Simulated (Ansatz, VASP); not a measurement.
# Te2Mo in two plane-wave programs

Wanted: the spread between two codes on one cell, functional and k mesh. The cell is taken from a series of runs on this material, whose earlier steps may have relaxed, scaled, displaced or heated it; both programs get it as it stands.

Program: Ansatz 0.2.0. Level of theory: plane waves, with VASP 6.6.1 beside it; single point at HSE06. Results are calculated unless marked as measured.

## 1. Starting point

The structure is hexagonal, space group P6_3/mmc (No. 194). The conventional cell has a = 3.518 Å, b = 3.518 Å, c = 13.974 Å, α = 90.00°, β = 90.00°, γ = 120.00°. Nearest to Te lie 3 Mo at 2.72 Å. Nearest to Mo lie 6 Te at 2.72 Å. Farther neighbours and most contacts between anions are not listed.

Coordinates:

```cif
data_structure
_symmetry_space_group_name_H-M 'P 1'
_symmetry_Int_Tables_number 1
_cell_length_a 3.5182
_cell_length_b 3.5182
_cell_length_c 13.9736
_cell_angle_alpha 90.000
_cell_angle_beta 90.000
_cell_angle_gamma 120.000
_cell_volume 149.79
loop_
_atom_site_label
_atom_site_type_symbol
_atom_site_fract_x
_atom_site_fract_y
_atom_site_fract_z
_atom_site_occupancy
Te1 Te 0.33333 0.66667 0.62007 1
Te2 Te 0.66667 0.33333 0.12007 1
Te3 Te 0.33333 0.66667 0.87993 1
Te4 Te 0.66667 0.33333 0.37993 1
Mo5 Mo 0.33333 0.66667 0.25000 1
Mo6 Mo 0.66667 0.33333 0.75000 1
```

## 2. VASP: single point, HSE06

With cell and atoms fixed, the geometry can't cause a difference; cores, projectors, grids and the points listed under the comparison can.

Lines of VASP's logs that name or quote its potential files are left out, and so is its time.

The run reads the wave functions of an earlier VASP run, which isn't shown here.

The input, INCAR:

```
SYSTEM = Te2Mo
PREC = Accurate
ENCUT = 400
EDIFF = 1E-06
NELM = 100
ISMEAR = 0
SIGMA = 0.01
LREAL = .FALSE.
ALGO = Normal
LHFCALC = .TRUE.
AEXX = 0.25
GGA = PE
HFSCREEN = 0.208
LASPH = .TRUE.
NBANDS = 32
PRECFOCK = Fast
LORBIT = 11
LWAVE = .FALSE.
LCHARG = .FALSE.
KPAR = 8
NCORE = 2
ISIF = 2
```

The input, POSCAR:

```
Te2Mo
1.0
    3.5182000000      0.0000000000      0.0000000000
   -1.7591000000      3.0468505756      0.0000000000
    0.0000000000      0.0000000000     13.9736000000
Te Mo
4 2
Direct
    0.3333333333      0.6666666667      0.6200748717
    0.6666666667      0.3333333333      0.1200748717
    0.3333333333      0.6666666667      0.8799251283
    0.6666666667      0.3333333333      0.3799251283
    0.3333333333      0.6666666667      0.2500000000
    0.6666666667      0.3333333333      0.7500000000
```

The input, KPOINTS:

```
Automatic mesh
0
Gamma
6 6 2
0 0 0
```

The projector-augmented-wave data sets are Te and Mo_sv (PBE family, release 64).

On the command line:

```console
mpirun -np 16 vasp_std
```

Numbers of over 12 decimals in the logs are rounded to 6 here.

The program printed:

```text
[banner, memory and clock lines left out]
running   16 mpi-ranks, on    1 nodes
 distrk:  each k-point on    2 cores,    8 groups
 distr:  one band on    2 cores,    1 groups

 POSCAR found type information on POSCAR TeMo
 POSCAR found :  2 types and       6 ions
 LDA part: xc-table for (Slater+PW92), standard interpolation
 found WAVECAR, reading the header
 POSCAR, INCAR and KPOINTS ok, starting setup
 FFT: planning ... GRIDC
 FFT: planning ... GRID_SOFT
 FFT: planning ... GRID
 reading WAVECAR
 the WAVECAR file was read successfully
 initial charge from wavefunction
 entering main loop
       N       E                     dE             d eps       ncg     rms          rms(c)
DAV:   1    -0.436148629212E+02   -0.43615E+02   -0.44279E+00   896   0.108E+01    0.229E+01
DAV:   2    -0.435800730473E+02    0.34790E-01   -0.27333E-01   896   0.356E+00    0.153E+01
DAV:   3    -0.435860067256E+02   -0.59337E-02   -0.26953E-02   968   0.795E-01    0.899E+00
DAV:   4    -0.435832754375E+02    0.27313E-02   -0.17325E-02   944   0.606E-01    0.532E+00
DAV:   5    -0.435835245418E+02   -0.24910E-03   -0.26705E-03   912   0.290E-01    0.340E+00
DAV:   6    -0.435835378706E+02   -0.13329E-04   -0.11231E-03   936   0.161E-01    0.212E+00
DAV:   7    -0.435835227145E+02    0.15156E-04   -0.14808E-04   920   0.852E-02    0.125E+00
DAV:   8    -0.435835386065E+02   -0.15892E-04   -0.58933E-05  1016   0.331E-02    0.750E-01
DAV:   9    -0.435835395867E+02   -0.98019E-06   -0.17812E-05  1008   0.242E-02    0.460E-01
DAV:  10    -0.435835438749E+02   -0.42882E-05   -0.24290E-06   800   0.757E-03    0.271E-01
DAV:  11    -0.435835454991E+02   -0.16242E-05   -0.17272E-06   648   0.816E-03    0.161E-01
DAV:  12    -0.435835466554E+02   -0.11562E-05   -0.24636E-07   544   0.304E-03    0.969E-02
DAV:  13    -0.435835473490E+02   -0.69362E-06   -0.12292E-07   536   0.198E-03
   1 F= -.43583547E+02 E0= -.43583547E+02  d E =-.638846E-57
```

Parts of OUTCAR (step 2):

```text
ion  position               nearest neighbor table
   1  0.333  0.667  0.620-   6 2.72   6 2.72   6 2.72   3 3.63
   2  0.667  0.333  0.120-   5 2.72   5 2.72   5 2.72   4 3.63
   3  0.333  0.667  0.880-   6 2.72   6 2.72   6 2.72   1 3.63
   4  0.667  0.333  0.380-   5 2.72   5 2.72   5 2.72   2 3.63
   5  0.333  0.667  0.250-   2 2.72   4 2.72   2 2.72   4 2.72   2 2.72   4 2.72
   6  0.667  0.333  0.750-   1 2.72   3 2.72   1 2.72   3 2.72   1 2.72   3 2.72

  LATTYP: Found a hexagonal cell.
 ALAT       =     3.5182000000
 C/A-ratio  =     3.9718037633

 Subroutine GETGRP returns: Found 24 space group operations
 (whereof 12 operations were pure point group operations)

The static configuration has the point symmetry D_3d.
 The point group associated with its full space group is D_6h.

 Found     14 irreducible k-points:

   k-points           NKPTS =     14   k-points in BZ     NKDIM =     72   number of bands    NBANDS=     32

   dimension x,y,z NGX =    24 NGY =   24 NGZ =   96
   dimension x,y,z NGXF=    48 NGYF=   48 NGZF=  192

   ENCUT  =  400.0 eV  29.40 Ry    5.42 a.u.   5.74  5.74 22.79*2*pi/ulx,y,z

   NELECT =      52.0000    total number of electrons

 k-points in reciprocal lattice and weights: Automatic mesh
   0.00000000  0.00000000  0.00000000       0.014
   0.16666667  0.00000000  0.00000000       0.083
   0.33333333  0.00000000  0.00000000       0.083
   0.50000000  0.00000000  0.00000000       0.042
   0.16666667  0.16666667  0.00000000       0.083
   0.33333333  0.16666667  0.00000000       0.167
   0.33333333  0.33333333  0.00000000       0.028
   0.00000000  0.00000000  0.50000000       0.014
   0.16666667  0.00000000  0.50000000       0.083
[...]
0.33333333  0.16666667  0.50000000       0.167
   0.33333333  0.33333333  0.50000000       0.028

  exchange ACFDT corr.  =         0.00000000  see jH, gK, PRB 81, 115126

 average (electrostatic) potential at core
       1 -82.4113       2 -82.4113       3 -82.4113       4 -82.4113       5 -68.2282
       6 -68.2282

 E-fermi :   7.9195

 k-point     1 :       0.0000    0.0000    0.0000
  band No.  band energies     occupation
    ...
     22       6.6702      2.00000
     23       6.7150      2.00000
     24       6.7150      2.00000
     25       7.3687      2.00000
     26       7.8090      2.00000
     27      11.3067      0.00000
     28      11.3067      0.00000
     29      11.4582      0.00000
     30      11.4582      0.00000
     31      11.5426      0.00000
    ...

 k-point     2 :       0.1667    0.0000    0.0000
  band No.  band energies     occupation
    ...
     22       6.2157      2.00000
     23       6.4217      2.00000
     24       6.7016      2.00000
     25       7.3054      2.00000
     26       7.4063      2.00000
     27      10.1046      0.00000
     28      10.4032      0.00000
     29      10.4343      0.00000
     30      10.6956      0.00000
     31      10.7226      0.00000
    ...

 k-point     3 :       0.3333    0.0000    0.0000
  band No.  band energies     occupation
    ...
     22       6.2774      2.00000
     23       6.3791      2.00000
     24       6.6207      2.00000
     25       6.7962      2.00000
     26       6.9701      2.00000
     27       9.3891      0.00000
     28       9.7821      0.00000
     29      10.0457      0.00000
     30      10.0464      0.00000
     31      10.5217      0.00000
    ...

  Total       -1.4918572     -1.4918572     -2.3474688      0.0000000     -0.0000000      0.0000000
  in kB      -15.9572429    -15.9572429    -25.1090586      0.0000000     -0.0000000      0.0000000
  external PRESSURE =     -19.0078481 kB  Pullay stress =       0.0000000 kB

  energy-cutoff  :      400.00
  volume of cell :      149.79
      direct lattice vectors                 reciprocal lattice vectors
     3.518200000  0.000000000  0.000000000     0.284236257  0.164103880  0.000000000
    -1.759100000  3.046850576  0.000000000     0.000000000  0.328207759  0.000000000
     0.000000000  0.000000000 13.973600000     0.000000000  0.000000000  0.071563520

 POSITION                                       TOTAL-FORCE (eV/Angst)
 -----------------------------------------------------------------------------------
     -0.00000      2.03123      8.66468         0.000000      0.000000      0.546391
      1.75910      1.01562      1.67788         0.000000      0.000000      0.546391
     -0.00000      2.03123     12.29572         0.000000     -0.000000     -0.546391
      1.75910      1.01562      5.30892        -0.000000     -0.000000     -0.546391
     -0.00000      2.03123      3.49340         0.000000     -0.000000     -0.000000
      1.75910      1.01562     10.48020        -0.000000     -0.000000     -0.000000
 -----------------------------------------------------------------------------------
    total drift:                                0.000002      0.000001     -0.000000

  FREE ENERGIE OF THE ION-ELECTRON SYSTEM (eV)
  ---------------------------------------------------
  free  energy   TOTEN  =       -43.5835473490 eV

  energy  without entropy=      -43.5835473490  energy(sigma->0) =      -43.58354735

 total charge
# of ion       s       p       d       tot
------------------------------------------
    1        1.349   2.106   0.066   3.521
    2        1.349   2.106   0.066   3.521
    3        1.349   2.106   0.066   3.521
    4        1.349   2.106   0.066   3.521
    5        2.250   6.152   3.925  12.327
    6        2.250   6.152   3.925  12.327
--------------------------------------------------
tot          9.896  20.730   8.112  38.738

[... 3 further parts left out ...]
```

The run ends at a pressure of -1.90 GPa, with forces up to 0.55 eV/Å.

[end of part 1 of 2]

[Lines on the potential files, build, host, timing and source positions are cut from VASP's logs without a mark.]

[Logs are printed without paths, hosts, clocks, repeated set-up lines and the standing remarks that a program may print on its own settings, such as how far it seeks lower states.]

[Hosts, paths, dates, database ids (printed as entryN), source tags and the programs' standing remarks are cut or masked in the printed files.]
